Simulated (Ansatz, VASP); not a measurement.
# MgZn2Se2S: VASP beside Ansatz

One calculation is typed for both programs; each brings its own data sets. How far apart do they land? The cell is generated by rule, not measured, and may not be a known phase. The cell is taken from a series of runs on this material, whose earlier steps may have relaxed, scaled, displaced or heated it; both programs get it as it stands.

Main program and level: Ansatz 0.2.0; plane waves, with VASP 6.6.1 beside it; relaxation of cell and atoms at PBEsol.

The structure was built from a prototype and need not be the compound's stable phase.

## Step 1: Set-up

The structure is orthorhombic, space group Imm2 (No. 44). The conventional cell has a = 3.974 Å, b = 3.999 Å, c = 16.934 Å, α = 90.00°, β = 90.00°, γ = 90.00°. Nearest to Mg lie 2 S at 2.44 Å and 2 Se at 2.54 Å. Nearest to S lie 2 Zn at 2.36 Å and 2 Mg at 2.44 Å. Nearest to Se lie 4 Zn at 2.44 Å. Se has 2 Zn at 2.44 Å and 2 Mg at 2.54 Å nearest. Zn has 2 S at 2.36 Å and 2 Se at 2.44 Å nearest. Nearest to Zn lie 4 Se at 2.44 Å. Farther neighbours and most contacts between anions are not listed.

## Step 2: VASP: relaxation of cell and atoms, PBEsol, pair 1

The relaxed volume is the usual yardstick between codes: in a stiff, nearly cubic crystal its relative difference is about their pressure difference at one cell divided by the bulk modulus.

Lines of VASP's logs that name or quote its potential files are left out, and so is its time.

Input file INCAR:

```
SYSTEM = MgZn2Se2S
PREC = Accurate
ENCUT = 600
EDIFF = 1E-07
NELM = 120
ISMEAR = 0
SIGMA = 0.02
LREAL = .FALSE.
ALGO = Normal
GGA = PS
NBANDS = 28
LORBIT = 11
LWAVE = .FALSE.
LCHARG = .FALSE.
ISIF = 3
IBRION = 2
NSW = 80
EDIFFG = -0.005
LASPH = .TRUE.
GGA_COMPAT = .FALSE.
NELMIN = 4
EFERMI = MIDGAP
KPAR = 2
```

Input file POSCAR:

```
MgZn2Se2S
1.0
    2.8275800000      2.8275800000      0.0000000000
   -2.8101080000      2.8101080000      0.0000000000
    2.8188440000      0.0087360000      8.4672370000
Mg S Se Zn
1 1 2 2
Direct
    0.6601534834      0.3398465166      0.6796930333
    0.0770701234      0.4229298766      0.8458597533
    0.4200620580      0.0799379419      0.1598758840
    0.7540005082      0.7459994918      0.4919989838
    0.0021787509      0.9978212491      0.9956424983
    0.3365350468      0.6634649531      0.3269299064
```

Input file KPOINTS:

```
Automatic mesh
0
Gamma
6 6 6
0 0 0
```

Potentials, in the order of the species: Mg, S, Se and Zn (PBE family, release 64).

On the command line:

```console
mpirun -np 2 vasp_std
```

Numbers of over 12 decimals in the logs are rounded to 6 here.

Output:

```text
[banner, memory and clock lines left out]
running    2 mpi-ranks, on    1 nodes
 distrk:  each k-point on    1 cores,    2 groups
 distr:  one band on    1 cores,    1 groups

 POSCAR found type information on POSCAR MgS SeZn
 POSCAR found :  4 types and       6 ions
|                                                                             |
|               ----> ADVICE to this user running VASP <----                  |
|                                                                             |
|     You enforced a specific xc type in the INCAR file but a different       |
|     [... a line on the potential file left out ...]
|     I HOPE YOU KNOW WHAT YOU ARE DOING!                                     |
|                                                                             |

 LDA part: xc-table for (Slater+PW92), standard interpolation
 POSCAR, INCAR and KPOINTS ok, starting setup
 FFT: planning ... GRIDC
 FFT: planning ... GRID_SOFT
 FFT: planning ... GRID
 WAVECAR not read
 entering main loop
       N       E                     dE             d eps       ncg     rms          rms(c)
DAV:   1     0.314058693500E+03    0.31406E+03   -0.21474E+04  2576   0.181E+03
DAV:   2     0.136375293629E+02   -0.30042E+03   -0.29020E+03  2684   0.371E+02
DAV:   3    -0.222456627478E+02   -0.35883E+02   -0.35507E+02  2920   0.124E+02
DAV:   4    -0.234404512137E+02   -0.11948E+01   -0.11923E+01  3228   0.225E+01
DAV:   5    -0.234528541911E+02   -0.12403E-01   -0.12400E-01  3052   0.237E+00    0.816E+00
DAV:   6    -0.223376298526E+02    0.11152E+01   -0.26183E+00  3936   0.465E+01    0.638E+00
DAV:   7    -0.223317402018E+02    0.58897E-02   -0.21523E+00  2832   0.762E+00    0.295E+00
DAV:   8    -0.223209817185E+02    0.10758E-01   -0.78905E-02  3488   0.351E+00    0.107E+00
DAV:   9    -0.223214154852E+02   -0.43377E-03   -0.17894E-02  3408   0.222E+00    0.281E-01
DAV:  10    -0.223214238144E+02   -0.83292E-05   -0.14416E-03  2988   0.539E-01    0.182E-01
DAV:  11    -0.223215858716E+02   -0.16206E-03   -0.72143E-04  3548   0.292E-01    0.459E-02
DAV:  12    -0.223216339299E+02   -0.48058E-04   -0.18497E-04  2932   0.247E-01    0.318E-02
DAV:  13    -0.223216363323E+02   -0.24024E-05   -0.23598E-05  3308   0.582E-02    0.210E-02
DAV:  14    -0.223216395811E+02   -0.32488E-05   -0.14728E-05  2912   0.219E-02    0.719E-03
DAV:  15    -0.223216394205E+02    0.16062E-06   -0.27209E-06  3640   0.192E-02    0.256E-03
DAV:  16    -0.223216395428E+02   -0.12229E-06   -0.45559E-07  2812   0.506E-03    0.158E-03
DAV:  17    -0.223216396169E+02   -0.74102E-07   -0.98990E-08  2128   0.183E-03
   1 F= -.22321640E+02 E0= -.22321640E+02  d E =-.223216E+02
[...]
2 F= -.22321897E+02 E0= -.22321897E+02  d E =-.257408E-03
[...]
3 F= -.22321899E+02 E0= -.22321899E+02  d E =-.259448E-03
[...]
4 F= -.22321899E+02 E0= -.22321899E+02  d E =-.259196E-03
[...]
5 F= -.22321963E+02 E0= -.22321963E+02  d E =-.643739E-04
[...]
6 F= -.22322007E+02 E0= -.22322007E+02  d E =-.108148E-03
[...]
7 F= -.22322012E+02 E0= -.22322012E+02  d E =-.112711E-03
 curvature:  -1.71 expect dE=-0.253E-04 dE for cont linesearch -0.853E-08
 trial: gam= 0.15720 g(F)=  0.986E-05 g(S)=  0.497E-05 ort =-0.679E-06 (trialstep = 0.136E+01)
 search vector abs. value=  0.169E-04
 bond charge predicted
       N       E                     dE             d eps       ncg     rms          rms(c)
DAV:   1    -0.223220384205E+02   -0.26905E-04   -0.33272E-03  2656   0.341E-01    0.363E-02
DAV:   2    -0.223220303049E+02    0.81155E-05   -0.10350E-04  3080   0.104E-01    0.186E-02
DAV:   3    -0.223220225786E+02    0.77264E-05   -0.68910E-06  3668   0.260E-02    0.902E-03
DAV:   4    -0.223220209132E+02    0.16654E-05   -0.43978E-06  3124   0.176E-02    0.156E-03
DAV:   5    -0.223220209941E+02   -0.80901E-07   -0.12615E-06  2812   0.954E-03    0.158E-03
DAV:   6    -0.223220209874E+02    0.66739E-08   -0.27440E-08  1460   0.192E-03
   8 F= -.22322021E+02 E0= -.22322021E+02  d E =-.946303E-05
 trial-energy change:   -0.000009  1 .order   -0.000009   -0.000020    0.000002
 step:   1.2557(harm=  1.2557)  dis= 0.00056  next Energy=   -22.322021 (dE=-0.924E-05)
 reached required accuracy - stopping structural energy minimisation
```

From OUTCAR (step 2):

```text
ion  position               nearest neighbor table
   1  0.660  0.340  0.680-   2 2.44   2 2.44   4 2.54   4 2.54
   2  0.077  0.423  0.846-   5 2.36   5 2.36   1 2.44   1 2.44
   3  0.420  0.080  0.160-   5 2.44   5 2.44   6 2.44   6 2.44
   4  0.754  0.746  0.492-   6 2.44   6 2.44   1 2.54   1 2.54
   5  0.002  0.998  0.996-   2 2.36   2 2.36   3 2.44   3 2.44
   6  0.337  0.663  0.327-   3 2.44   3 2.44   4 2.44   4 2.44

  LATTYP: Found a body centered orthorhombic cell.
 ALAT       =     3.9740928453
 B/A-ratio  =     1.0062175546
 C/A-ratio  =     4.2612175052

 Subroutine GETGRP returns: Found  4 space group operations
 (whereof  4 operations were pure point group operations)

The static configuration has the point symmetry C_2v.

 Found     46 irreducible k-points:

   k-points           NKPTS =     46   k-points in BZ     NKDIM =     46   number of bands    NBANDS=     28

   dimension x,y,z NGX =    32 NGY =   32 NGZ =   72
   dimension x,y,z NGXF=    64 NGYF=   64 NGZF=  144

   ENCUT  =  600.0 eV  44.10 Ry    6.64 a.u.   7.99  7.94 17.82*2*pi/ulx,y,z

   NELECT =      44.0000    total number of electrons

 k-points in reciprocal lattice and weights: Automatic mesh
   0.00000000  0.00000000  0.00000000       0.005
   0.16666667  0.00000000  0.00000000       0.019
   0.33333333  0.00000000  0.00000000       0.019
   0.50000000  0.00000000  0.00000000       0.009
   0.00000000  0.16666667 -0.00000000       0.019
   0.16666667  0.16666667 -0.00000000       0.019
   0.33333333  0.16666667 -0.00000000       0.037
   0.50000000  0.16666667  0.00000000       0.037
  -0.33333333  0.16666667  0.00000000       0.037
[...]
0.00000000  0.33333333  0.33333333       0.009
   0.00000000  0.00000000  0.50000000       0.005

 average (electrostatic) potential at core
       1 -38.7099       2 -88.9678       3 -55.5723       4 -55.2828       5 -36.6487
       6 -36.5857

 E-fermi :   2.4134

 k-point     1 :       0.0000    0.0000    0.0000
  band No.  band energies     occupation
    ...
     18       0.1888      2.00000
     19       0.2111      2.00000
     20       1.4484      2.00000
     21       1.5111      2.00000
     22       1.5719      2.00000
     23       3.2549      0.00000
     24       5.0751      0.00000
     25       5.2476      0.00000
     26       5.5081      0.00000
     27       6.2778      0.00000
    ...

 k-point     2 :       0.1667    0.0000    0.0000
  band No.  band energies     occupation
    ...
     18      -0.1623      2.00000
     19       0.3534      2.00000
     20       0.3861      2.00000
     21       1.1649      2.00000
     22       1.5082      2.00000
     23       4.2259      0.00000
     24       5.3799      0.00000
     25       5.8237      0.00000
     26       6.4378      0.00000
     27       6.8944      0.00000
    ...

 k-point     3 :       0.3333    0.0000    0.0000
  band No.  band energies     occupation
    ...
     18       0.0528      2.00000
     19       0.3293      2.00000
     20       0.5330      2.00000
     21       0.6820      2.00000
     22       1.3136      2.00000
     23       4.8645      0.00000
     24       5.2732      0.00000
     25       6.3140      0.00000
     26       7.3003      0.00000
     27       7.4684      0.00000
    ...

  Total       -0.0016452     -0.0016452      0.0021669      0.0070978      0.0000000      0.0000000
  in kB       -0.0195441     -0.0195441      0.0257417      0.0843172      0.0000000      0.0000000
  external PRESSURE =      -0.0044488 kB  Pullay stress =       0.0000000 kB

  energy-cutoff  :      600.00
  volume of cell :      134.87
      direct lattice vectors                 reciprocal lattice vectors
     2.828384411  2.828384411 -0.000000000     0.176779365  0.176779365 -0.058960903
    -2.811556650  2.811556650  0.000000000    -0.177837427  0.177837427  0.058960903
     2.819970531  0.008413881  8.480195733     0.000000000  0.000000000  0.117921806

 POSITION                                       TOTAL-FORCE (eV/Angst)
 -----------------------------------------------------------------------------------
      2.82838      2.82838      5.76143         0.000000      0.000000     -0.001877
      1.41419      1.41419      7.16923        -0.000000     -0.000000      0.000989
      1.41419      1.41419      1.35973         0.000000     -0.000000     -0.000425
      1.42261      4.23416      4.17505        -0.000000     -0.000000      0.002477
      0.00841      2.81997      8.43929         0.000000      0.000000     -0.000002
      0.00841      2.81997      2.77595         0.000000     -0.000000     -0.001162
 -----------------------------------------------------------------------------------
    total drift:                               -0.000095     -0.000028     -0.001695

  FREE ENERGIE OF THE ION-ELECTRON SYSTEM (eV)
  ---------------------------------------------------
  free  energy   TOTEN  =       -22.3220209874 eV

  energy  without entropy=      -22.3220209874  energy(sigma->0) =      -22.32202099

 reached required accuracy - stopping structural energy minimisation

 total charge
# of ion       s       p       d       tot
------------------------------------------
    1        0.172   0.148   0.037   0.356
    2        1.308   2.439   0.000   3.748
    3        1.436   2.424   0.032   3.892
    4        1.433   2.473   0.020   3.926
    5        0.527   0.460   9.792  10.779
    6        0.537   0.460   9.788  10.784
--------------------------------------------------
tot          5.413   8.404  19.668  33.485

[... 3 further parts left out ...]
```

CONTCAR:

```
MgZn2Se2S
   1.00000000000000
     2.8283844114478609    2.8283844114478609   -0.0000000000000000
    -2.8115566500462763    2.8115566500462763    0.0000000000000000
     2.8199705307470686    0.0084138807007922    8.4801957328573572
  Mg              S               Se              Zn
     1     1     2     2
Direct
     0.6603011097284508    0.3396988902715491    0.6793977806431001
     0.0772955589513391    0.4227044410486610    0.8454088821973167
     0.4198288526665463    0.0801711472334520    0.1603422946669076
     0.7538350339334758    0.7461649660665242    0.4923299323330518
     0.0024118147455096    0.9975881852544904    0.9951763706089826
     0.3363276006746813    0.6636723992253168    0.3273447986506374
```

The PAW data sets were made with PBE, which is usual practice but a small mismatch for other functionals. The run keeps the 4 symmetry operations of its start, so it cannot find a distortion of lower symmetry.

(Continued in part 2 of 2.)

[Lines on the potential files, build, host, timing and source positions are cut from VASP's logs without a mark.]

[Logs are printed without paths, hosts, clocks, repeated set-up lines and the standing remarks that a program may print on its own settings, such as how far it seeks lower states.]

[Hosts, paths, dates, database ids (printed as entryN), source tags and the programs' standing remarks are cut or masked in the printed files.]
